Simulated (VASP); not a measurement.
Method: MS2 meta-GGA, VASP's PBE PAW potentials (set 64) (plane waves; VASP).

VASP input:

### POSCAR
```
CuI
4.2064990
  0.0000000000   0.7071067109   0.7071067109
  0.7071067109   0.0000000000   0.7071067109
  0.7071067109   0.7071067109   0.0000000000
Cu I
1 1
direct
  1.0000000000   1.0000000000   1.0000000000
  0.2500000000   0.2500000000   0.2500000000
```

File KPOINTS:
```
Regular mesh
0
Gamma
  9 9 9
```

**KPOINTS_OPT**
```
k-points along high-symmetry lines
10
Line-mode
Reciprocal
  0.000000   0.000000   0.000000 ! GAMMA
 -0.500000  -0.500000   0.000000 ! X

 -0.500000  -0.500000   0.000000 ! X
 -0.375000  -0.375000   0.250000 ! U

 -0.375000  -0.000000   0.375000 ! K
  0.000000   0.000000   0.000000 ! GAMMA

  0.000000   0.000000   0.000000 ! GAMMA
 -0.000000  -0.000000   0.500000 ! L

 -0.000000  -0.000000   0.500000 ! L
 -0.500000  -0.250000   0.250000 ! W

 -0.500000  -0.250000   0.250000 ! W
 -0.500000  -0.500000   0.000000 ! X
```

### INCAR
```
! general
SYSTEM  = CuI
PREC    = Accurate
ENCUT   = 520
LREAL   = .FALSE.
LASPH   = .TRUE.

! electronic loop
EDIFF   = 1E-7
NELM    = 100
ALGO    = Normal
LMAXMIX = 4
LMIXTAU = .TRUE.

! smearing
ISMEAR  = -5

! functional
METAGGA = MS2

! ions
ISIF    = 2

! output
LWAVE   = .FALSE.
LCHARG  = .FALSE.
LORBIT  = 11
NEDOS   = 601
```

POTCAR, in this order: Cu I (PBE.64 set). Program: vasp_std.

The run wrote:

**OSZICAR**
```
       N       E                     dE             d eps       ncg     rms          rms(c)
DAV:   1     0.978990114855E+02    0.97899E+02   -0.76201E+03   910   0.141E+03
DAV:   2    -0.468635054014E+01   -0.10259E+03   -0.96344E+02   925   0.260E+02
DAV:   3    -0.110519525735E+02   -0.63656E+01   -0.62702E+01  1238   0.771E+01
DAV:   4    -0.112275542093E+02   -0.17560E+00   -0.17551E+00  1033   0.114E+01
DAV:   5    -0.112349942335E+02   -0.74400E-02   -0.74398E-02  1384   0.263E+00    0.105E+01
DAV:   6    -0.414904161936E+01    0.70860E+01   -0.29419E+01   970   0.141E+02    0.755E+00
DAV:   7    -0.258305806946E+01    0.15660E+01   -0.66082E+00  1085   0.992E+01    0.253E+00
DAV:   8    -0.259915817364E+01   -0.16100E-01   -0.10099E+00  1380   0.284E+01    0.148E+00
DAV:   9    -0.258437319087E+01    0.14785E-01   -0.96159E-02  1400   0.709E+00    0.591E-01
DAV:  10    -0.258523604521E+01   -0.86285E-03   -0.15202E-02  1162   0.302E+00    0.322E-01
DAV:  11    -0.257025001501E+01    0.14986E-01   -0.14768E-02   915   0.173E+00    0.215E-01
DAV:  12    -0.258296253581E+01   -0.12713E-01   -0.12485E-02  1046   0.237E+00    0.754E-02
DAV:  13    -0.258310642643E+01   -0.14389E-03   -0.85542E-04  1437   0.467E-01    0.655E-02
DAV:  14    -0.258297632430E+01    0.13010E-03   -0.13370E-04   935   0.150E-01    0.354E-02
DAV:  15    -0.258319530050E+01   -0.21898E-03   -0.37317E-04  1073   0.594E-01    0.267E-02
DAV:  16    -0.258311168936E+01    0.83611E-04   -0.55293E-05  1272   0.149E-01    0.209E-02
DAV:  17    -0.258311757075E+01   -0.58814E-05   -0.15194E-06  1009   0.147E-02    0.128E-02
DAV:  18    -0.258312002791E+01   -0.24572E-05   -0.20996E-06  1269   0.425E-02    0.520E-03
DAV:  19    -0.258311446553E+01    0.55624E-05   -0.50894E-07  1005   0.784E-03    0.387E-03
DAV:  20    -0.258311368319E+01    0.78235E-06   -0.45539E-08   545   0.226E-03    0.414E-04
DAV:  21    -0.258311402576E+01   -0.34258E-06   -0.15257E-08   485   0.239E-03    0.406E-04
DAV:  22    -0.258311487623E+01   -0.85046E-06   -0.80309E-09   475   0.143E-03    0.303E-04
DAV:  23    -0.258311492651E+01   -0.50282E-07   -0.55560E-09   480   0.193E-03
   1 F= -.25831149E+01 E0= -.25831149E+01  d E =0.000000E+00
       N       E                     dE             ncg
       N       E                     dE             ncg
```

File OUTCAR:
```
------------------------ aborting loop because EDIFF is reached ----------------------------------------
  FORCE on cell =-STRESS in cart. coord.  units (eV):
  Direction    XX          YY          ZZ          XY          YZ          ZX
  --------------------------------------------------------------------------------------
  Total       -0.0025419     -0.0025419     -0.0025419      0.0000000      0.0000000     -0.0000000
  in kB       -0.0773790     -0.0773790     -0.0773790      0.0000000      0.0000000     -0.0000000
  external PRESSURE =      -0.0773790 kB  Pullay stress =       0.0000000 kB
  volume of cell :       52.63
      direct lattice vectors                 reciprocal lattice vectors
     0.000000000  2.974443672  2.974443672    -0.168098662  0.168098662  0.168098662
     2.974443672  0.000000000  2.974443672     0.168098662 -0.168098662  0.168098662
     2.974443672  2.974443672  0.000000000     0.168098662  0.168098662 -0.168098662
  FREE ENERGIE OF THE ION-ELECTRON SYSTEM (eV)
  ---------------------------------------------------
  free  energy   TOTEN  =        -2.5831149265 eV

  energy  without entropy=       -2.5831149265  energy(sigma->0) =       -2.58311493

 total charge

# of ion       s       p       d       tot
------------------------------------------
    1        0.369   0.326   9.350  10.046
    2        1.500   2.799   0.064   4.363
--------------------------------------------------
tot          1.869   3.125   9.414  14.408
```
(Selected blocks of OUTCAR.)

The compound is CuI in the zinc blende structure. It was relaxed first.
